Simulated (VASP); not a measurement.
Given:

```
CaSe
1.0
    0.00000     2.93834     2.93834
    2.93834     0.00000     2.93834
    2.93834     2.93834     0.00000
Ca Se
1 1
Cartesian
  0.00000   0.00000   0.00000
  2.93834   2.93834   2.93834
```

All values below come from PBE GGA with D3 dispersion (Becke-Johnson damping), VASP's PBE PAW potentials (set 64) (plane waves; VASP 6.6.1). Numerical set-up: 520 eV cut-off, 9×9×9 Γ-centred mesh, tetrahedra with Blöchl corrections, potentials Ca_sv Se.

Task: Estimate the energy per atom (σ→0).

Result: 
```yaml
energy per atom (σ→0): -5.095 eV/atom
```

Only differences to runs with the same potentials and settings are physical.

The compound is CaSe in the rock salt structure. It was relaxed first.
